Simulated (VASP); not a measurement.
Level of theory: PBEsol GGA, VASP's PBE PAW potentials (set 64) (plane waves; VASP).

The input files of a VASP run:

File KPOINTS:
```
Automatic mesh
0
Gamma
16 16 16
0 0 0
```

POSCAR:
```
Fe
1
   -1.3984550985     1.3984550985     1.3984550985
    1.3984550985    -1.3984550985     1.3984550985
    1.3984550985     1.3984550985    -1.3984550985
Fe
1
Direct
  0.0000000000   0.0000000000   0.0000000000
```

**INCAR**
```
SYSTEM = Fe
PREC = Accurate
ENCUT = 480
EDIFF = 1E-7
NELM = 100
ALGO = Normal
LREAL = .FALSE.
LASPH = .TRUE.
ISMEAR = 1
SIGMA = 0.1
GGA = PS
LMAXMIX = 4
ISPIN = 2
MAGMOM = 2.1
LORBIT = 10
LWAVE = .FALSE.
LCHARG = .FALSE.
ISIF = 2
```

POTCAR, in this order: Fe (PBE.64 set). Program: vasp_std.

Output of the run:

### OUTCAR
```
 ion  position               nearest neighbor table
   1  0.000  0.000  0.000-
  LATTYP: Found a body centered cubic cell.
 ALAT       =     2.7969101970
 Subroutine PRICEL returns:
 Original cell was already a primitive cell.
 Subroutine GETGRP returns: Found 48 space group operations
The static configuration has the point symmetry O_h .
The dynamic configuration has the point symmetry O_h .
The overall configuration has the point symmetry O_h .
 Subroutine INISYM returns: Found 48 space group operations
 Subroutine IBZKPT returns following result:
 Found    145 irreducible k-points:

 Following reciprocal coordinates:
            Coordinates               Weight
  0.000000  0.000000  0.000000      1.000000
  0.062500  0.000000  0.000000     12.000000
  0.125000  0.000000  0.000000     12.000000
  0.187500  0.000000  0.000000     12.000000
  0.250000  0.000000  0.000000     12.000000
  0.312500  0.000000  0.000000     12.000000
  0.375000  0.000000  0.000000     12.000000
  0.437500  0.000000  0.000000     12.000000
  0.500000  0.000000  0.000000      6.000000
  0.062500  0.062500  0.000000     24.000000
  0.125000  0.062500  0.000000     48.000000
  0.187500  0.062500 -0.000000     48.000000
  0.250000  0.062500  0.000000     48.000000
  0.312500  0.062500  0.000000     48.000000
  0.375000  0.062500 -0.000000     48.000000
  0.437500  0.062500  0.000000     48.000000
  0.125000  0.125000  0.000000     24.000000
  0.187500  0.125000  0.000000     48.000000
  0.250000  0.125000  0.000000     48.000000
  0.312500  0.125000  0.000000     48.000000
  0.375000  0.125000 -0.000000     48.000000
  0.437500  0.125000  0.000000     24.000000
  0.187500  0.187500  0.000000     24.000000
  0.250000  0.187500  0.000000     48.000000
...
```

File OSZICAR:
```
       N       E                     dE             d eps       ncg     rms          rms(c)
DAV:   1     0.134594574812E+02    0.13459E+02   -0.39907E+03  5453   0.102E+03
DAV:   2    -0.989389496631E+01   -0.23353E+02   -0.22002E+02  5322   0.126E+02
DAV:   3    -0.101541532870E+02   -0.26026E+00   -0.25973E+00  5862   0.182E+01
DAV:   4    -0.101553609530E+02   -0.12077E-02   -0.12076E-02  5748   0.115E+00
DAV:   5    -0.101553721656E+02   -0.11213E-04   -0.11212E-04  5642   0.984E-02    0.125E+01
DAV:   6    -0.899517584083E+01    0.11602E+01   -0.13762E+01  5502   0.603E+01    0.524E+00
DAV:   7    -0.893174470886E+01    0.63431E-01   -0.75094E-01  5512   0.137E+01    0.321E+00
DAV:   8    -0.892361592081E+01    0.81288E-02   -0.60837E-03  6502   0.664E-01    0.141E+00
DAV:   9    -0.891524714855E+01    0.83688E-02   -0.54045E-03  6537   0.580E-01    0.377E-01
DAV:  10    -0.891511160007E+01    0.13555E-03   -0.75112E-04  6073   0.315E-01    0.118E-01
DAV:  11    -0.891510774133E+01    0.38587E-05   -0.11229E-04  5518   0.151E-01    0.336E-02
DAV:  12    -0.891510875036E+01   -0.10090E-05   -0.27680E-06  5446   0.268E-02    0.129E-02
DAV:  13    -0.891510954158E+01   -0.79122E-06   -0.97448E-07  5988   0.900E-03    0.183E-03
DAV:  14    -0.891510958046E+01   -0.38877E-07   -0.33454E-08  2679   0.266E-03
   1 F= -.89151096E+01 E0= -.89150176E+01  d E =-.275878E-03  mag=     2.1108
```

### OUTCAR
```
------------------------ aborting loop because EDIFF is reached ----------------------------------------
  FORCE on cell =-STRESS in cart. coord.  units (eV):
  Direction    XX          YY          ZZ          XY          YZ          ZX
  --------------------------------------------------------------------------------------
  Total       -0.1879496     -0.1879496     -0.1879496      0.0000000      0.0000000     -0.0000000
  in kB      -27.5262128    -27.5262128    -27.5262128      0.0000000      0.0000000     -0.0000000
  external PRESSURE =     -27.5262128 kB  Pullay stress =       0.0000000 kB
  volume of cell :       10.94
      direct lattice vectors                 reciprocal lattice vectors
    -1.398455098  1.398455098  1.398455098     0.000000000  0.357537400  0.357537400
     1.398455098 -1.398455098  1.398455098     0.357537400  0.000000000  0.357537400
     1.398455098  1.398455098 -1.398455098     0.357537400  0.357537400  0.000000000
 POSITION                                       TOTAL-FORCE (eV/Angst)
 -----------------------------------------------------------------------------------
      0.00000      0.00000      0.00000         0.000000     -0.000000     -0.000000
 -----------------------------------------------------------------------------------
    total drift:                                0.000000     -0.000000      0.000000
  FREE ENERGIE OF THE ION-ELECTRON SYSTEM (eV)
  ---------------------------------------------------
  free  energy   TOTEN  =        -8.9151095805 eV

  energy  without entropy=       -8.9148337024  energy(sigma->0) =       -8.91501762

 total charge

# of ion       s       p       d       tot
------------------------------------------
    1        0.506   0.578   6.270   7.354

 magnetization (x)

# of ion       s       p       d       tot
------------------------------------------
    1       -0.013  -0.047   2.153   2.093
```
(Selected blocks of OUTCAR.)

The compound is Fe in the bcc structure. This cell was strained or had an atom moved on purpose.
